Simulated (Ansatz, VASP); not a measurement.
**Ge (amorphous Ge) in two plane-wave programs**

Aim: how closely do two programs agree when they are given the same cell, functional and k mesh? The cell is taken from a series of runs on this material, whose earlier steps may have relaxed, scaled, displaced or heated it; both programs get it as it stands.

Program: Ansatz 0.2.0. Level of theory: plane waves, with VASP 6.6.1 beside it; single point at revPBE. Results are calculated unless marked as measured.

### Step 1. Set-up

The cell holds 66 atoms: 66 Ge. Cell: a = 11.531 Å, b = 11.531 Å, c = 11.531 Å, α = 90.0°, β = 90.0°, γ = 90.0°. As first built, before any earlier steps moved the atoms (in the runner's words): 66 atoms (66 Ge) placed at random at 5.19 g/cm^3, melted at 3500 K for 10 ps at fixed volume with the Tersoff potential (Tersoff, Phys. Rev. B 39, 5566 (1989)). Quenched from 3500 K to 300 K at 5 K/ps and fixed volume, held 5 ps, then minimised at fixed cell.

### Step 2. VASP: single point, revPBE, pair 1

With cell and atoms fixed, the geometry can't cause a difference; cores, projectors, grids and the points listed under the comparison can.

Lines of VASP's logs that name or quote its potential files are left out, and so is its time.

INCAR reads:

```
SYSTEM = Ge
PREC = Accurate
ENCUT = 410
EDIFF = 1E-06
NELM = 120
ISMEAR = -1
SIGMA = 0.05
LREAL = Auto
ALGO = Normal
GGA = RE
NBANDS = 536
LORBIT = 11
LWAVE = .FALSE.
LCHARG = .FALSE.
ISIF = 2
LASPH = .TRUE.
GGA_COMPAT = .FALSE.
EFERMI = MIDGAP
NCORE = 2
```

POSCAR reads:

```
Ge
1.0
   11.5315000000      0.0000000000      0.0000000000
    0.0000000000     11.5315000000      0.0000000000
    0.0000000000      0.0000000000     11.5315000000
Ge
66
Direct
    0.9274300000      0.3006300000      0.5980700000
    0.2634800000      0.4216300000      0.5903000000
    0.7369700000      0.6349600000      0.1252500000
    0.3164600000      0.7480800000      0.5216400000
    0.1482200000      0.5363100000      0.7568300000
    0.8339700000      0.7818300000      0.0074900000
    0.5623600000      0.0285700000      0.9799300000
    0.5143600000      0.5310800000      0.8549600000
    0.3311300000      0.2021800000      0.3089400000
    0.7387800000      0.0172600000      0.4233000000
    0.8235700000      0.6531100000      0.8299400000
    0.7460600000      0.2779300000      0.1557300000
    0.7993900000      0.6285000000      0.5082900000
    0.0538300000      0.0285300000      0.7735700000
    0.6978800000      0.6918600000      0.3264900000
    0.1545900000      0.6416700000      0.3179600000
    0.0390300000      0.8214200000      0.0704700000
    0.0488800000      0.3964900000      0.1143700000
    0.4512800000      0.9429200000      0.1471000000
    0.5323100000      0.6134700000      0.0571500000
    0.3837500000      0.7640400000      0.0563900000
    0.8442400000      0.4481800000      0.0835500000
    0.0816600000      0.9306800000      0.2596700000
    0.5144300000      0.3221600000      0.6609700000
    0.4154400000      0.3134500000      0.1322000000
    0.0415800000      0.1637300000      0.4788700000
    0.1822400000      0.3098800000      0.4182700000
    0.1754900000      0.5099200000      0.9816900000
    0.1941300000      0.6809900000      0.1109800000
    0.1201900000      0.8250200000      0.4507800000
    0.5975000000      0.8839500000      0.3155800000
    0.3154400000      0.2731800000      0.7546000000
    0.1469400000      0.0125900000      0.5839800000
    0.4636000000      0.9576100000      0.7923800000
    0.8840400000      0.1201200000      0.1184400000
    0.5962300000      0.8482700000      0.6575100000
    0.4453500000      0.5024800000      0.2226900000
    0.8800200000      0.4398400000      0.4458000000
    0.6458300000      0.3429800000      0.8372700000
    0.3450500000      0.6400400000      0.7236400000
    0.7906300000      0.9182300000      0.6056300000
    0.5907000000      0.5109200000      0.3765900000
    0.4741100000      0.8867700000      0.4860400000
    0.4860700000      0.5184300000      0.5760400000
    0.0098000000      0.3708200000      0.7781300000
    0.0155100000      0.7037000000      0.7521600000
    0.3268400000      0.8096500000      0.8574000000
    0.3523200000      0.3966200000      0.9370400000
    0.9449300000      0.7716600000      0.5664400000
    0.7582000000      0.2133700000      0.6888800000
    0.5850500000      0.2380000000      0.0215000000
    0.3420800000      0.0824500000      0.6581500000
    0.1237800000      0.2075900000      0.8575600000
    0.2447200000      0.0550500000      0.1832300000
    0.1156600000      0.8525900000      0.8697400000
    0.3290800000      0.5611100000      0.4086600000
    0.6349100000      0.1962100000      0.5043300000
    0.8340800000      0.4465000000      0.8761000000
    0.6489100000      0.6416800000      0.6857600000
    0.9232700000      0.0631200000      0.3224000000
    0.0890000000      0.1875100000      0.0691600000
    0.7756200000      0.9870000000      0.9731700000
    0.4434700000      0.1029500000      0.4711200000
    0.0578100000      0.4515500000      0.3205000000
    0.8425600000      0.0370100000      0.7722700000
    0.7110800000      0.3389000000      0.3607200000
```

KPOINTS reads:

```
Automatic mesh
0
Gamma
1 1 1
0 0 0
```

PAW data sets: Ge_d (PBE family, release 64).

Launch:

```
> mpirun -np 8 vasp_gam
```

Numbers of over 12 decimals in the logs are rounded to 6 here.

What it wrote:

```text
[banner, memory and clock lines left out]
running    8 mpi-ranks, on    1 nodes
[...]
|                                                                             |
|               ----> ADVICE to this user running VASP <----                  |
|                                                                             |
|     You enforced a specific xc type in the INCAR file but a different       |
|     [... a line on the potential file left out ...]
|     I HOPE YOU KNOW WHAT YOU ARE DOING!                                     |
|                                                                             |

 LDA part: xc-table for (Slater+PW92), standard interpolation
 POSCAR, INCAR and KPOINTS ok, starting setup
[...]
entering main loop
       N       E                     dE             d eps       ncg     rms          rms(c)
DAV:   1     0.176564608285E+05    0.17656E+05   -0.33173E+05  1096   0.486E+03
DAV:   2     0.415033698039E+04   -0.13506E+05   -0.13022E+05  1072   0.110E+03
DAV:   3     0.563758527835E+03   -0.35866E+04   -0.34490E+04  1072   0.303E+02
DAV:   4    -0.184464108648E+03   -0.74822E+03   -0.68560E+03  1184   0.130E+02
[...]
DAV:  19    -0.263765675245E+03   -0.18603E-05   -0.17816E-05  1480   0.215E-02    0.146E-03
DAV:  20    -0.263765676496E+03   -0.12508E-05   -0.12128E-05   936   0.134E-02    0.151E-03
DAV:  21    -0.263765676516E+03   -0.20547E-07   -0.82819E-07   600   0.108E-02
   1 F= -.26376568E+03 E0= -.26372666E+03  d E =-.780383E-01
```

Parts of OUTCAR (step 2):

```text
  Total       30.3095951     46.4313349     21.2949280      2.0937989     -1.2200149      6.1434756
  in kB       31.6689239     48.5136937     22.2499658      2.1877019     -1.2747303      6.4189990
  external PRESSURE =      34.1441945 kB  Pullay stress =       0.0000000 kB

 POSITION                                       TOTAL-FORCE (eV/Angst)
 -----------------------------------------------------------------------------------
     10.69466      3.46671      6.89664         0.161305      0.120728     -0.085210
      3.03832      4.86203      6.80704        -0.329124     -0.158449      0.056065
      8.49837      7.32204      1.44432        -0.057749      0.002084      0.526788
      3.64926      8.62648      6.01529        -0.341200      0.025946      0.110544
      1.70920      6.18446      8.72739        -0.040389      0.276962      0.095112
      9.61693      9.01567      0.08637         0.190563     -0.120974     -0.358765
      6.48485      0.32945     11.30006        -0.009719     -0.072823     -0.050486
      5.93134      6.12415      9.85897         0.008406      0.277484      0.351601
      3.81843      2.33144      3.56254         0.151404      0.063667     -0.116351
      8.51924      0.19903      4.88128         0.370052     -0.153734     -0.384982
      9.49700      7.53134      9.57045        -0.075415      0.608743      0.069089
      8.60319      3.20495      1.79580        -0.079079     -0.202176      0.173347
      9.21817      7.24755      5.86135        -0.095052      0.010352      0.093584
      0.62074      0.32899      8.92042         0.211717      0.005474     -0.375633
[...]
-----------------------------------------------------------------------------------
    total drift:                                0.007626      0.002297      0.004484

  FREE ENERGIE OF THE ION-ELECTRON SYSTEM (eV)
  ---------------------------------------------------
  free  energy   TOTEN  =      -263.7656765163 eV

  energy  without entropy=     -263.6876381884  energy(sigma->0) =     -263.72665735

[... 2 further parts left out ...]
```

The run ends at a pressure of 3.41 GPa, with forces up to 0.62 eV/Å.

### Step 3. Ansatz: single point, revPBE, pair 1

Ansatz runs on its PAW soft_1 files.

The same cell, functional, mesh and smearing now go to Ansatz, which takes its cutoff from its data sets.

input.yaml reads:

```yaml
crystal:
  lattice:
    - [11.5315, 0.0, 0.0]
    - [0.0, 11.5315, 0.0]
    - [0.0, 0.0, 11.5315]
  atoms:
    - { symbol: Ge, position: [0.92743, 0.30063, 0.59807] }
    - { symbol: Ge, position: [0.26348, 0.42163, 0.5903] }
    - { symbol: Ge, position: [0.73697, 0.63496, 0.12525] }
    - { symbol: Ge, position: [0.31646, 0.74808, 0.52164] }
    - { symbol: Ge, position: [0.14822, 0.53631, 0.75683] }
    - { symbol: Ge, position: [0.83397, 0.78183, 0.00749] }
    - { symbol: Ge, position: [0.56236, 0.02857, 0.97993] }
    - { symbol: Ge, position: [0.51436, 0.53108, 0.85496] }
    - { symbol: Ge, position: [0.33113, 0.20218, 0.30894] }
    - { symbol: Ge, position: [0.73878, 0.01726, 0.4233] }
    - { symbol: Ge, position: [0.82357, 0.65311, 0.82994] }
    - { symbol: Ge, position: [0.74606, 0.27793, 0.15573] }
    - { symbol: Ge, position: [0.79939, 0.6285, 0.50829] }
    - { symbol: Ge, position: [0.05383, 0.02853, 0.77357] }
    - { symbol: Ge, position: [0.69788, 0.69186, 0.32649] }
    - { symbol: Ge, position: [0.15459, 0.64167, 0.31796] }
    - { symbol: Ge, position: [0.03903, 0.82142, 0.07047] }
    - { symbol: Ge, position: [0.04888, 0.39649, 0.11437] }
    - { symbol: Ge, position: [0.45128, 0.94292, 0.1471] }
    - { symbol: Ge, position: [0.53231, 0.61347, 0.05715] }
    - { symbol: Ge, position: [0.38375, 0.76404, 0.05639] }
    - { symbol: Ge, position: [0.84424, 0.44818, 0.08355] }
    - { symbol: Ge, position: [0.08166, 0.93068, 0.25967] }
    - { symbol: Ge, position: [0.51443, 0.32216, 0.66097] }
    - { symbol: Ge, position: [0.41544, 0.31345, 0.1322] }
    - { symbol: Ge, position: [0.04158, 0.16373, 0.47887] }
    - { symbol: Ge, position: [0.18224, 0.30988, 0.41827] }
    - { symbol: Ge, position: [0.17549, 0.50992, 0.98169] }
    - { symbol: Ge, position: [0.19413, 0.68099, 0.11098] }
    - { symbol: Ge, position: [0.12019, 0.82502, 0.45078] }
    - { symbol: Ge, position: [0.5975, 0.88395, 0.31558] }
    - { symbol: Ge, position: [0.31544, 0.27318, 0.7546] }
    - { symbol: Ge, position: [0.14694, 0.01259, 0.58398] }
    - { symbol: Ge, position: [0.4636, 0.95761, 0.79238] }
    - { symbol: Ge, position: [0.88404, 0.12012, 0.11844] }
    - { symbol: Ge, position: [0.59623, 0.84827, 0.65751] }
    - { symbol: Ge, position: [0.44535, 0.50248, 0.22269] }
    - { symbol: Ge, position: [0.88002, 0.43984, 0.4458] }
    - { symbol: Ge, position: [0.64583, 0.34298, 0.83727] }
    - { symbol: Ge, position: [0.34505, 0.64004, 0.72364] }
    - { symbol: Ge, position: [0.79063, 0.91823, 0.60563] }
    - { symbol: Ge, position: [0.5907, 0.51092, 0.37659] }
    - { symbol: Ge, position: [0.47411, 0.88677, 0.48604] }
    - { symbol: Ge, position: [0.48607, 0.51843, 0.57604] }
    - { symbol: Ge, position: [0.0098, 0.37082, 0.77813] }
    - { symbol: Ge, position: [0.01551, 0.7037, 0.75216] }
    - { symbol: Ge, position: [0.32684, 0.80965, 0.8574] }
    - { symbol: Ge, position: [0.35232, 0.39662, 0.93704] }
    - { symbol: Ge, position: [0.94493, 0.77166, 0.56644] }
    - { symbol: Ge, position: [0.7582, 0.21337, 0.68888] }
    - { symbol: Ge, position: [0.58505, 0.238, 0.0215] }
    - { symbol: Ge, position: [0.34208, 0.08245, 0.65815] }
    - { symbol: Ge, position: [0.12378, 0.20759, 0.85756] }
    - { symbol: Ge, position: [0.24472, 0.05505, 0.18323] }
    - { symbol: Ge, position: [0.11566, 0.85259, 0.86974] }
    - { symbol: Ge, position: [0.32908, 0.56111, 0.40866] }
    - { symbol: Ge, position: [0.63491, 0.19621, 0.50433] }
    - { symbol: Ge, position: [0.83408, 0.4465, 0.8761] }
    - { symbol: Ge, position: [0.64891, 0.64168, 0.68576] }
    - { symbol: Ge, position: [0.92327, 0.06312, 0.3224] }
    - { symbol: Ge, position: [0.089, 0.18751, 0.06916] }
    - { symbol: Ge, position: [0.77562, 0.987, 0.97317] }
    - { symbol: Ge, position: [0.44347, 0.10295, 0.47112] }
    - { symbol: Ge, position: [0.05781, 0.45155, 0.3205] }
    - { symbol: Ge, position: [0.84256, 0.03701, 0.77227] }
    - { symbol: Ge, position: [0.71108, 0.3389, 0.36072] }
kpoints:
  mp_grid: { grid: [1, 1, 1] }
hamiltonian:
  xc: revpbe
  pseudopotentials: { kind: paw, azcp: { folder: soft_1 } }
scf:
  occupations: { method: fermi_dirac, width: 0.05 }
output:
  forces: true
```

Launch:

```
> ansatz run input.yaml --threads 4 --pin off --max-ram 8192MiB --backend cpu --events-out ev --progress --plain --runs-dir out
```

What it wrote:

```text
Engine: ansatz 0.2.0, x86_64-unknown-linux-gnu
Pseudopotentials: kind: paw
Pseudopotential: Ge, paw, valence charge 14, recommended cutoff 420 eV (normal), soft_1/Ge.paw.azcp
Functional definition: revPBE
  parameter kappa = 1.245
  parameter beta = 0.066725
  exchange = pbe_x(kappa = kappa, mu = beta*pi^2/3)
  correlation = pbe_c(beta = beta)
Crystal: 66 atoms, lattice volume = 1533.407 Å³
Basis set: ecut = 420 eV, 30047 PW (Γ), exchange–correlation on 160×160×160 points (8 copies of the dense FFT grid, shifted against one another)
Bands: 528, of which v1, the nominal top of the filled ones, is band 462 counted from 1 (461 counted from 0)
Symmetry: 1 space group operations
Space group: P1 (ITA 1), of the structure as read, at distance tolerance 1.2e-4 Å
k-points: 1
Non-local potential: Ge, projectors of the file, l = 0: 2, l = 1: 2, l = 2: 3, l = 3: 1
PAW form: soft (Blöchl's): semilocal exchange-correlation on the pseudo side does not see the compensation charge
PAW frozen core: Ge, regenerated for the run's functional, and the local potential with it (the file was generated under x = pbe(κ = 0.804, μ = 0.219515), c = pbe(β = 0.066725))
PAW one-centre angular grid: Ge, 590 points (default); XC on 64 Gauss nodes
Initial density: superposition of atomic densities (chi_scale 0.1, normalization cell)
Initial wavefunctions: pseudopotential atomic-orbital guess
Functional: x = revpbe(κ = 1.245, μ = 0.219515), c = pbe(β = 0.066725)
SCF iter   1: F=—  HF=-283724.033147 eV  |F-HF|=—  |Δ(HF+E_count)|=         —  Δρ=3.15e-2  dr2=1.46e1  ethr=3.10e-3  ⟨swp⟩=6.0  Hψ=1891  notcnv=0
preconditioner: auto → LDOS  [insulator: Δε(μ)=0.316 eV  Ē_g=21.352 eV  σ=0.050 eV  W_gap=0.92  n_scr=436 (ndim 8)  ℏωp=28.8 eV  f_vac=0.037  D(μ)=4.50/eV (n_scr^D=6)  ε∞_Penn≈2.8  β→1.0]
SCF iter   2: F=—  HF=-283724.317709 eV  |F-HF|=—  |Δ(HF+E_count)|=   2.85e-1  Δρ=8.47e-3  dr2=6.25e0  ethr=1.58e-3  ⟨swp⟩=3.0  Hψ=752  notcnv=0  defer=48
SCF iter   3: F=—  HF=-283723.518388 eV  |F-HF|=—  |Δ(HF+E_count)|=   7.99e-1  Δρ=4.12e-3  dr2=1.33e0  ethr=6.77e-4  ⟨swp⟩=4.0  Hψ=639  notcnv=0  defer=48
SCF iter   4: F=—  HF=-283723.285349 eV  |F-HF|=—  |Δ(HF+E_count)|=   2.33e-1  Δρ=1.19e-3  dr2=9.65e-2  ethr=1.44e-4  ⟨swp⟩=3.0  Hψ=686  notcnv=0  defer=44
SCF iter   5: F=—  HF=-283723.269832 eV  |F-HF|=—  |Δ(HF+E_count)|=   1.55e-2  Δρ=3.00e-4  dr2=5.49e-3  ethr=1.04e-5  ⟨swp⟩=2.0  Hψ=599  notcnv=0  defer=44
SCF iter   6: F=—  HF=-283723.269825 eV  |F-HF|=—  |Δ(HF+E_count)|=   6.53e-6  Δρ=1.14e-4  dr2=5.71e-4  ethr=5.95e-7  ⟨swp⟩=2.0  Hψ=945  notcnv=0  defer=44
SCF iter   7: F=—  HF=-283723.269951 eV  |F-HF|=—  |Δ(HF+E_count)|=   1.26e-4  Δρ=3.82e-5  dr2=4.38e-5  ethr=6.18e-8  ⟨swp⟩=2.0  Hψ=946  notcnv=0  defer=44
SCF iter   8: F=—  HF=-283723.269869 eV  |F-HF|=—  |Δ(HF+E_count)|=   8.26e-5  Δρ=1.42e-5  dr2=7.37e-6  ethr=4.74e-9  ⟨swp⟩=2.0  Hψ=988  notcnv=0  defer=44
SCF iter   9: F=—  HF=-283723.269872 eV  |F-HF|=—  |Δ(HF+E_count)|=   2.95e-6  Δρ=4.44e-6  dr2=5.77e-7  ethr=7.98e-10  ⟨swp⟩=2.0  Hψ=945  notcnv=0  defer=44
SCF iter  10: F=-283723.269872 eV  HF=-283723.269872 eV  |F-HF|=4.02e-8  |Δ(HF+E_count)|=   4.22e-7  Δρ=1.57e-6  dr2=6.01e-8  ethr=1.08e-11  ⟨swp⟩=4.0  Hψ=1591  notcnv=0
SCF 1 converged in 10 iterations: F = -283723.269872 eV  dr2 = 6.01e-8
  greatest PAW one-centre occupation: 0.998 electrons in one spin orbital (limit 2), on the Ge atom at site 43 (counted from 0), in its partial waves of l = 2
SCF converged after 10 iterations
Free energy (F): -283723.269872 eV
Harris-Foulkes:  -283723.269872 eV  (|F-HF|=4.02e-8)
Internal energy: -283723.192298 eV  (E = F + TS)
E sigma→0 (E₀):  -283723.231085 eV
Entropy (-TS):   -0.077575 eV (-1.175 meV/atom)
Fermi energy:    8.059882 eV
--- Per-component energies (eV) ---
  E_band       = -10079.303452
  E_kinetic    = 6096.913176
  E_local      = -152587.765968  (includes V_loc(G=0)·N_el)
  E_nonlocal   = 14271.279570
  E_hartree    = 72718.760953
  E_xc         = -4729.019597
  E_vxc        = -4282.650207  (∫ρ·V_xc dr)
  E_paw        = -133053.302860  (= ΣΔE_a)
  E_vpaw       = -19014.607685  (= ΣTr[D̂ρ^β])
  E_aug_tail   = 0.001033  (compensation charges beyond the density's cutoff)
  E_ewald      = -86431.442577
  E_core_change = -8.616028  (= ΣΔE_core)
  E_smearing   = -0.077575  (= −TS)
  E_closure    = 0.000000  (closes the sum)
  Σ components = -283723.269872   (vs F -283723.269872, Δ=0.00e0)
--- Forces (eV/Å), atoms counted from 1 ---
  atom   1  Ge     0.16185389     0.11777761    -0.08663517
  atom   2  Ge    -0.32599620    -0.15366487     0.05764588
  atom   3  Ge    -0.05711565    -0.00354103     0.52449950
  atom   4  Ge    -0.34118772     0.02496167     0.11400244
  atom   5  Ge    -0.03052428     0.27500894     0.09382339
  atom   6  Ge     0.19078291    -0.11926437    -0.36186170
  atom   7  Ge    -0.01235867    -0.07580817    -0.05191108
  atom   8  Ge     0.00791787     0.27546091     0.34571594
  atom   9  Ge     0.15784144     0.06594107    -0.11506749
  atom  10  Ge     0.36136744    -0.15077747    -0.38380884
  atom  11  Ge    -0.08021247     0.61141886     0.06911178
  atom  12  Ge    -0.08327345    -0.20478124     0.17949226
  atom  13  Ge    -0.10222408     0.00894396     0.09575633
  atom  14  Ge     0.21169186     0.00745305    -0.37423912
  atom  15  Ge     0.01397447    -0.20947580    -0.09701921
  atom  16  Ge    -0.49312175     0.15101053    -0.01026968
  atom  17  Ge    -0.16280683    -0.02454428    -0.14918254
  atom  18  Ge    -0.14036769     0.13879133     0.47921773
  atom  19  Ge    -0.08593488     0.40016531     0.13371883
  atom  20  Ge     0.07069460    -0.29722628    -0.14880649
  atom  21  Ge    -0.20193459     0.16193747    -0.00669793
  atom  22  Ge     0.03045928     0.20407680     0.22188696
  atom  23  Ge     0.12983082    -0.15327894     0.22617662
  atom  24  Ge    -0.22486244    -0.43553469    -0.18878414
[...]
atom  59  Ge     0.44012503    -0.03292544    -0.00072751
  atom  60  Ge    -0.08171484    -0.02808054     0.15052878
  atom  61  Ge     0.09869727    -0.21509728     0.13882847
  atom  62  Ge    -0.18108391    -0.24643613     0.11348774
  atom  63  Ge    -0.15308607     0.04417713    -0.06680535
  atom  64  Ge    -0.05639811    -0.21650692    -0.15913303
  atom  65  Ge     0.00091314    -0.00541480     0.25383381
  atom  66  Ge     0.15871264    -0.28021734    -0.09677056
  max |Σ_I F_I| component: 1.06e-5 eV/Å
```

### Step 4. Side by side

Known differences besides the potentials themselves: the cutoff is 420 eV in Ansatz and 410 eV in VASP (PREC = Accurate, projectors in real space); Ansatz makes its cores anew for this functional, VASP keeps those of its PBE data sets. Total energies have different zeros and are not compared.

The two programs side by side:

```csv
quantity,Ansatz,VASP,difference
gap on the k mesh (eV),0.268,0.267,+0.001
```

Forces on 10 of the 66 atoms, those with the largest forces and the largest differences (eV/Å; atoms numbered as in POSCAR):

```csv
atom,"Ansatz x, y, z","VASP x, y, z"
Ge10,"0.361, -0.151, -0.384","0.370, -0.154, -0.385"
Ge11,"-0.080, 0.611, 0.069","-0.075, 0.609, 0.069"
Ge16,"-0.493, 0.151, -0.010","-0.491, 0.141, -0.015"
Ge19,"-0.086, 0.400, 0.134","-0.084, 0.392, 0.126"
Ge29,"0.379, -0.411, 0.032","0.378, -0.411, 0.031"
Ge42,"-0.524, -0.031, 0.152","-0.523, -0.038, 0.147"
Ge44,"0.302, 0.318, -0.399","0.308, 0.313, -0.395"
Ge53,"0.273, 0.520, 0.118","0.264, 0.520, 0.120"
Ge54,"0.044, -0.514, -0.165","0.043, -0.512, -0.156"
Ge56,"0.138, -0.154, -0.426","0.128, -0.148, -0.431"
```

The forces differ by 4.0 meV/Å r.m.s., which is 1.8 % of the r.m.s. force of 0.217 eV/Å (both taken over all components). A gap on the mesh is an upper bound, since the band edges may lie between its points.

(Continued in part 2 of 2.)

[Lines on the potential files, build, host, timing and source positions are cut from VASP's logs without a mark.]

[Logs are printed without paths, hosts, clocks, repeated set-up lines and the standing remarks that a program may print on its own settings, such as how far it seeks lower states.]

[Hosts, paths, dates, database ids (printed as entryN), source tags and the programs' standing remarks are cut or masked in the printed files.]
